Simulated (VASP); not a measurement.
An input for Ansatz (written as the equivalent of a VASP run, and not itself run):

Ansatz 0.2 input:
```yaml
crystal:
  lattice:
    - [0.0000000, 2.0721863, 2.0721863]
    - [2.0721863, 0.0000000, 2.0721863]
    - [2.0721863, 2.0721863, 0.0000000]
  atoms:
    - { symbol: Be, position: [0.2500000, 0.2500000, 0.2500000] }
    - { symbol: Be, position: [0.7500000, 0.7500000, 0.7500000] }
    - { symbol: C, position: [0.0000000, 1.0000000, 1.0000000] }
kpoints:
  mp_grid: { grid: [8, 8, 8] }
hamiltonian:
  xc: pbesol
  pseudopotentials: { kind: paw }
scf:
  occupations: { method: gaussian, width: 0.05 }
  max_iter: 100
relax:
  max_steps: 30
  f_tol: 0.01
output: { forces: true, stress: true, eigenvalues: true }
```

Task: Write the VASP files for the same calculation (PBEsol).

Result: This is not unique; one that fits is 
**KPOINTS**
```
Automatic mesh
0
Gamma
  8 8 8
```

**POSCAR**
```
Be2C
1
    0.0000000000     2.0721862717     2.0721862717
    2.0721862717     0.0000000000     2.0721862717
    2.0721862717     2.0721862717     0.0000000000
Be C
2 1
Direct
  0.2500000000   0.2500000000   0.2500000000
  0.7500000000   0.7500000000   0.7500000000
  0.0000000000   1.0000000000   1.0000000000
```

### INCAR
```
ALGO = Normal
EDIFF = 1E-7
EDIFFG = -0.01
ENCUT = 600
GGA = PS
IBRION = 2
ISIF = 2
ISMEAR = 0
LASPH = .TRUE.
LCHARG = .FALSE.
LREAL = .FALSE.
LWAVE = .FALSE.
NELM = 100
NSW = 30
PREC = Accurate
SIGMA = 0.05
SYSTEM = Be2C
```

POTCAR, in this order: Be C (PBE.64 set). Program: vasp_std.

Limits of the translation: each code has its own PAW files, so the cut-off isn't converted (ENCUT is set for VASP's; basis.ecutwfc is left out, and Ansatz then takes the one that its files recommend); Ansatz stops its SCF on the density residual and VASP on the energy change (EDIFF).

The compound is Be2C in the antifluorite structure. This cell was strained or had an atom moved on purpose.
